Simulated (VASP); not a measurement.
Level of theory: PBE GGA, VASP's PBE PAW potentials (set 64) (plane waves; VASP).

VASP input:

**POSCAR**
```
LiH
1
    0.0000000000     1.9991872349     1.9991872349
    1.9991872349     0.0000000000     1.9991872349
    1.9991872349     1.9991872349     0.0000000000
Li H
1 1
Direct
  0.0000000000   0.0000000000   0.0000000000
  0.5000000000   0.5000000000   0.5000000000
```

INCAR:
```
SYSTEM = LiH
PREC = Accurate; ENCUT = 520; LREAL = .FALSE.
LASPH = .TRUE.; NBANDS = 18
EDIFF = 1E-7; NELM = 100; ALGO = Normal
ISMEAR = 0; SIGMA = 0.01
GGA = PE
LWAVE = .FALSE.; LCHARG = .FALSE.; NEDOS = 1001
LOPTICS = .TRUE.; CSHIFT = 0.1
```

File KPOINTS:
```
kpoints
0
gamma
  14 14 14
0 0 0
```

POTCAR, in this order: Li_sv H (PBE.64 set). Program: vasp_std.

What VASP printed:

**OSZICAR**
```
       N       E                     dE             d eps       ncg     rms          rms(c)
DAV:   1     0.319826471245E+01    0.31983E+01   -0.13448E+03  3792   0.203E+02
DAV:   2    -0.621644345033E+01   -0.94147E+01   -0.92742E+01  5180   0.503E+01
DAV:   3    -0.636979723642E+01   -0.15335E+00   -0.15315E+00  4366   0.543E+00
DAV:   4    -0.637000423602E+01   -0.20700E-03   -0.20698E-03  4726   0.206E-01
DAV:   5    -0.637000458094E+01   -0.34492E-06   -0.34489E-06  4362   0.806E-03    0.288E+00
DAV:   6    -0.618704919396E+01    0.18296E+00   -0.13376E-01  4872   0.598E-01    0.144E+00
DAV:   7    -0.612546854088E+01    0.61581E-01   -0.16338E-01  4990   0.734E-01    0.219E-01
DAV:   8    -0.612706553528E+01   -0.15970E-02   -0.26018E-03  4948   0.172E-01    0.372E-02
DAV:   9    -0.612701305816E+01    0.52477E-04   -0.97790E-05  4976   0.217E-02    0.369E-03
DAV:  10    -0.612700540331E+01    0.76549E-05   -0.29792E-06  4628   0.683E-03    0.183E-03
DAV:  11    -0.612700464585E+01    0.75745E-06   -0.10651E-07  4846   0.106E-03    0.435E-04
DAV:  12    -0.612700436902E+01    0.27683E-06   -0.29018E-09  2530   0.229E-04    0.165E-04
DAV:  13    -0.612700430830E+01    0.60725E-07   -0.16409E-09  2288   0.153E-04
   1 F= -.61270043E+01 E0= -.61270043E+01  d E =-.323757E-60
 imaginary and real dielectric function
```

**OUTCAR**
```
------------------------ aborting loop because EDIFF is reached ----------------------------------------
  FORCE on cell =-STRESS in cart. coord.  units (eV):
  Direction    XX          YY          ZZ          XY          YZ          ZX
  --------------------------------------------------------------------------------------
  Total       -0.0014052     -0.0014052     -0.0014052      0.0000000      0.0000000      0.0000000
  in kB       -0.1408876     -0.1408876     -0.1408876      0.0000000      0.0000000      0.0000000
  external PRESSURE =      -0.1408876 kB  Pullay stress =       0.0000000 kB
  volume of cell :       15.98
      direct lattice vectors                 reciprocal lattice vectors
     0.000000000  1.999187235  1.999187235    -0.250101637  0.250101637  0.250101637
     1.999187235  0.000000000  1.999187235     0.250101637 -0.250101637  0.250101637
     1.999187235  1.999187235  0.000000000     0.250101637  0.250101637 -0.250101637
  FREE ENERGIE OF THE ION-ELECTRON SYSTEM (eV)
  ---------------------------------------------------
  free  energy   TOTEN  =        -6.1270043083 eV

  energy  without entropy=       -6.1270043083  energy(sigma->0) =       -6.12700431

 plasma frequency squared (from intraband transitions) (eV^2)
  --------------------------------------------------------------------------------------
       0.000       0.000       0.000
       0.000       0.000       0.000
      -0.000       0.000       0.000

 plasma frequency squared (from interband transitions, int dw w eps(2)(w)) (eV^2)
  --------------------------------------------------------------------------------------
     272.078       0.000      -0.000       0.000      -0.000      -0.000
      -0.000      -0.000     272.078       0.000      -0.000       0.000
      -0.000       0.000      -0.000      -0.000     272.078       0.000
```
(Selected blocks of OUTCAR.)

The dielectric response may not be converged in the k-mesh; for small gaps it tends to come out too large.

The compound is LiH in the rock salt structure. It was relaxed first, which changed the volume by -6 %.
